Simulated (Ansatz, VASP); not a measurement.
# SnSe2 in two plane-wave programs, part 2 of 2

Aim: how closely do two programs agree when they are given the same cell, functional and k mesh? The cell is taken from a series of runs on this material, whose earlier steps may have relaxed, scaled, displaced or heated it; both programs get it as it stands.

VASP 6.6.1 and Ansatz 0.2.0.

So far: Starting point; VASP: zone-centre phonons, r2SCAN.

### 3. Ansatz: zone-centre phonons, r2SCAN

Level of this step: Ansatz beside VASP: Kohn-Sham DFT, plane waves, r2SCAN (Ansatz).

Ansatz runs on its PAW soft_1 files.

The same cell, functional and mesh now go to Ansatz, which takes its cutoff from its data sets.

input.yaml reads:

```yaml
crystal:
  lattice:
    - [3.8406769159, 0.0, 0.0]
    - [-1.920338458, 3.3261237769, 0.0]
    - [0.0, 0.0, 6.5251729675]
  atoms:
    - { symbol: Sn, position: [0.0, 0.0, 0.0] }
    - { symbol: Se, position: [0.3333333333, 0.6666666667, 0.2411439969] }
    - { symbol: Se, position: [0.6666666667, 0.3333333333, 0.7588560031] }
kpoints:
  mp_grid: { grid: [9, 9, 6] }
hamiltonian:
  xc: r2scan
  pseudopotentials: { kind: paw, azcp: { folder: soft_1 } }
scf:
  occupations: { method: fixed }
output:
  eigenvalues: true
phonons:
  method: dfpt
```

Launch:

```sh
$ ansatz run input.yaml --threads 8 --pin off --max-ram 16384MiB --backend cpu --events-out ev --progress --plain --runs-dir out
```

Numbers of over 12 decimals in the logs are rounded to 6 here.

What it wrote:

```text
Engine: ansatz 0.2.0, aarch64-unknown-linux-gnu
Pseudopotentials: kind: paw
Pseudopotential: Sn, paw, valence charge 14, recommended cutoff 500 eV (meta_gga), soft_1/Sn.paw.azcp
Pseudopotential: Se, paw, valence charge 16, recommended cutoff 500 eV (meta_gga), soft_1/Se.paw.azcp
Functional definition: r2SCAN
  parameter k0 = 0.174
  parameter k1 = 0.065
  parameter a1 = 4.9479
  exchange = r2scan_x(k0 = k0, k1 = k1, a1 = a1)
  correlation = r2scan_c
Crystal: 3 atoms, lattice volume = 83.356 Å³
Basis set: ecut = 500 eV, 2057 PW (Γ), exchange–correlation on 150×150×240 points (125 copies of the dense FFT grid, shifted against one another)
Bands: 28, of which v1, the nominal top of the filled ones, is band 23 counted from 1 (22 counted from 0)
Symmetry: 12 space group operations
k-points: 140 of 486 (irreducible under 2 space group operations, time reversal used)
Non-local potential: Sn, projectors of the file, l = 0: 2, l = 1: 2, l = 2: 2, l = 3: 1
Non-local potential: Se, projectors of the file, l = 0: 2, l = 1: 2, l = 2: 3, l = 3: 1
PAW form: soft (Blöchl's): semilocal exchange-correlation on the pseudo side does not see the compensation charge
PAW frozen core: Sn, regenerated for the run's functional (the file was generated under x = pbe(κ = 0.804, μ = 0.219515), c = pbe(β = 0.066725))
PAW frozen core: Se, regenerated for the run's functional (the file was generated under x = pbe(κ = 0.804, μ = 0.219515), c = pbe(β = 0.066725))
PAW one-centre angular grid: Sn, 590 points (default); XC on 160 Gauss nodes
PAW one-centre angular grid: Se, 590 points (default); XC on 160 Gauss nodes
Initial density: superposition of atomic densities (chi_scale 0.1, normalization cell, long waves kept (reshape's long-wave potential 0.12 eV rms))
Initial wavefunctions: pseudopotential atomic-orbital guess
Functional: x = r2scan, c = r2scan; τ floored in thin density (d = 2e-4 eV/Å³)
iter 1 solved again at ethr=2.65e-3 eV; its pass at ethr=3.10e-3 eV (dr2=1.22e0 eV) is discarded
SCF iter   1: F=—  HF=-16996.431992 eV  |F-HF|=—  |Δ(HF+E_count)|=         —  Δρ=3.21e-2  dr2=1.23e0  dr2_τ=7.26e-3  ethr=2.65e-3  ⟨swp⟩=1.0  Hψ=20099  notcnv=0  defer=146
preconditioner: auto → Resta (q_TF=auto, 2.471 Å⁻¹)  ε∞=3.5  [insulator: Δε(μ)=0.917 eV  Ē_g=10.367 eV  n_scr=22 (ndim 8)  ℏωp=16.3 eV  f_vac=0.101  ε∞_Penn≈3.5]
SCF iter   2: F=—  HF=-16996.275671 eV  |F-HF|=—  |Δ(HF+E_count)|=   1.56e-1  Δρ=1.76e-2  dr2=2.19e-1  dr2_τ=2.16e-3  ethr=2.65e-3  ⟨swp⟩=2.0  Hψ=4956  notcnv=0  defer=144
SCF iter   3: F=—  HF=-16996.256748 eV  |F-HF|=—  |Δ(HF+E_count)|=   1.89e-2  Δρ=4.86e-3  dr2=1.60e-2  dr2_τ=3.34e-4  ethr=4.75e-4  ⟨swp⟩=2.0  Hψ=5310  notcnv=0  defer=397
SCF iter   4: F=—  HF=-16996.260847 eV  |F-HF|=—  |Δ(HF+E_count)|=   4.10e-3  Δρ=9.22e-4  dr2=9.85e-4  dr2_τ=2.10e-5  ethr=3.48e-5  ⟨swp⟩=2.0  Hψ=7287  notcnv=0  defer=416
SCF iter   5: F=—  HF=-16996.260635 eV  |F-HF|=—  |Δ(HF+E_count)|=   2.12e-4  Δρ=4.51e-4  dr2=1.39e-4  dr2_τ=3.00e-6  ethr=2.14e-6  ⟨swp⟩=2.0  Hψ=7293  notcnv=0  defer=416
SCF iter   6: F=—  HF=-16996.260740 eV  |F-HF|=—  |Δ(HF+E_count)|=   1.05e-4  Δρ=8.47e-5  dr2=6.22e-6  dr2_τ=1.42e-7  ethr=3.01e-7  ⟨swp⟩=3.0  Hψ=7280  notcnv=0  defer=416
SCF iter   7: F=—  HF=-16996.260746 eV  |F-HF|=—  |Δ(HF+E_count)|=   5.42e-6  Δρ=2.44e-5  dr2=5.04e-7  dr2_τ=6.34e-9  ethr=1.35e-8  ⟨swp⟩=2.0  Hψ=5600  notcnv=0  defer=143
SCF iter   8: F=—  HF=-16996.260746 eV  |F-HF|=—  |Δ(HF+E_count)|=   6.40e-7  Δρ=6.00e-6  dr2=3.47e-8  dr2_τ=1.25e-9  ethr=1.09e-9  ⟨swp⟩=2.0  Hψ=5105  notcnv=0  defer=143
SCF iter   9: F=—  HF=-16996.260746 eV  |F-HF|=—  |Δ(HF+E_count)|=   2.87e-8  Δρ=1.81e-6  dr2=2.45e-9  dr2_τ=3.01e-11  ethr=7.55e-11  ⟨swp⟩=2.0  Hψ=6595  notcnv=0  defer=143
SCF iter  10: F=—  HF=-16996.260746 eV  |F-HF|=—  |Δ(HF+E_count)|=   1.66e-9  Δρ=3.69e-7  dr2=1.35e-10  dr2_τ=1.93e-12  ethr=5.32e-12  ⟨swp⟩=2.0  Hψ=7000  notcnv=0  defer=143
SCF iter  11: F=-16996.260746 eV  HF=-16996.260746 eV  |F-HF|=1.09e-11  |Δ(HF+E_count)|=  5.46e-11  Δρ=1.30e-7  dr2=1.50e-11  dr2_τ=1.58e-13  ethr=1.00e-12  ⟨swp⟩=12.9  Hψ=24983  notcnv=0
SCF 1 converged in 11 iterations: F = -16996.260746 eV  dr2 = 1.50e-11
  greatest PAW one-centre occupation: 1.000 electrons in one spin orbital (limit 2), on the Se atom at site 2 (counted from 0), in its partial waves of l = 2
DFPT response loops at Γ: preconditioner auto → Resta (q_TF=auto, 2.471 Å⁻¹)  ε∞=7.6 (no band partly filled); β = 1.00, the filter's whole step (`scf.mixing.beta` (0.50) is not read by the response loops at its default; to damp them type it under 1.00, their step now; it binds the ground state too); Broyden in place of MSR1
SCF converged after 11 iterations
Free energy (F): -16996.260746 eV
Harris-Foulkes:  -16996.260746 eV  (|F-HF|=1.09e-11)
Internal energy: -16996.260746 eV  (E = F + TS)
E sigma→0 (E₀):  -16996.260746 eV
Fermi energy:    6.456206 eV
--- Per-component energies (eV) ---
  E_band       = -951.663322
  E_kinetic    = 389.273684
  E_local      = -7087.268179  (includes V_loc(G=0)·N_el)
  E_nonlocal   = -563.845326
  E_hartree    = 3655.312001
  E_xc         = -276.113576
  E_vxc        = -278.000110  (∫ρ·V_xc dr)
  E_paw        = -8680.740606  (= ΣΔE_a)
  E_vpaw       = -737.454060  (= ΣTr[D̂ρ^β])
  E_aug_tail   = 0.000081  (compensation charges beyond the density's cutoff)
  E_vtau       = 15.006561  (kinetic-family band-sum trace: ∫τ·v_τ [+ j·A + Jᵃ·Aᵃ] dr)
  E_ewald      = -4430.084626
  E_core_change = -2.794199  (= ΣΔE_core)
  E_smearing   = -0.000000  (= −TS)
  E_closure    = -0.000000  (closes the sum)
  Σ components = -16996.260746   (vs F -16996.260746, Δ=0.00e0)
--- Band table (eV; the first three rows and the last of 140) ---
  k-point 0: bands = [... 19 lower, 5.9237, 6.1847, 6.2648, 6.2648, 7.9668, 10.0674, 11.5208, 11.5208, ... 1 higher]
  k-point 1: bands = [... 19 lower, 5.9076, 5.9076, 6.2889, 6.2889, 8.3499, 10.0610, 11.4798, 11.4798, ... 1 higher]
  k-point 2: bands = [... 19 lower, 5.8802, 5.8802, 6.3323, 6.3323, 8.8852, 10.0352, 11.4001, 11.4001, ... 1 higher]
  k-point 139: bands = [... 19 lower, 3.2570, 4.1517, 5.5911, 5.9240, 8.8858, 11.4595, 12.5712, 12.8784, ... 1 higher]
--- Phonons (Γ-DFPT): 4 representative perturbations + reference, on 140 of 486 k-points (Σ response iterations 32) ---
  k mesh reduced under 2 symmetry operations, with k and −k counted as one. Each operation leaves every solved perturbation unchanged. A smaller set is not considered because the functional reads the kinetic-energy density
  ASR residual: 1.091e-4 → 0.000e0 eV/Å²; symmetrization residual: 4.244e-5 eV/Å²
  ASR residual per site (eV/Å²): 1.09e-4 8.63e-5 8.63e-5
  Γ frequencies (cm⁻¹): 0.00 0.00 0.00 116.26 116.26 145.05 145.05 186.86 250.13
  non-analytic LO–TO correction: not included (Born effective charges unavailable; polar crystals: no LO–TO splitting at Γ)
```

### 4. Comparison

Known differences besides the potentials themselves: VASP keeps PBE cores, Ansatz makes them for the functional; fixed occupations in Ansatz, narrow Gaussian smearing in VASP; the data sets hold 46 valence electrons in Ansatz (on its PAW soft_1 files) and 26 in VASP; the cutoff is 500 eV in Ansatz and 550 eV in VASP; VASP uses finite displacements, Ansatz perturbation theory. Total energies have different zeros and are not compared.

Compared:

```csv
quantity,Ansatz,VASP,difference
optical mode 1 to 2 (cm⁻¹),116.3,116.8,-0.49 %
optical mode 3 to 4 (cm⁻¹),145.1,145.8,-0.52 %
optical mode 5 (cm⁻¹),186.9,187.3,-0.25 %
optical mode 6 (cm⁻¹),250.1,250.5,-0.16 %
```

Modes are paired by rising frequency, not by their patterns, so a pair may set unlike modes beside each other; they are those without the splitting of longitudinal modes.

### 5. What came out

- r.m.s. difference of the optical zone-centre modes, each program's sorted by frequency (zone-centre phonons, r2SCAN): 0.60 cm⁻¹
- difference in optical mode 3 to 4 (zone-centre phonons, r2SCAN): -0.5 %

What this shows: The r.m.s. difference of the optical zone-centre modes, each program's sorted by frequency is 0.60 cm⁻¹ (zone-centre phonons, r2SCAN). The data sets hold unlike numbers of valence electrons (46 in Ansatz and 26 in VASP), so part of the differences comes from the potentials. Among the rows given in per cent, the largest difference of the zone-centre phonons, r2SCAN pair is in optical mode 3 to 4, -0.5 %. Such differences can come from data sets, numerical settings and the points named under the comparisons, not from the functional's error against experiment.

[Lines on the potential files, build, host, timing and source positions are cut from VASP's logs without a mark.]

[Logs are printed without paths, hosts, clocks, repeated set-up lines and the standing remarks that a program may print on its own settings, such as how far it seeks lower states.]

[Hosts, paths, dates, database ids (printed as entryN), source tags and the programs' standing remarks are cut or masked in the printed files.]
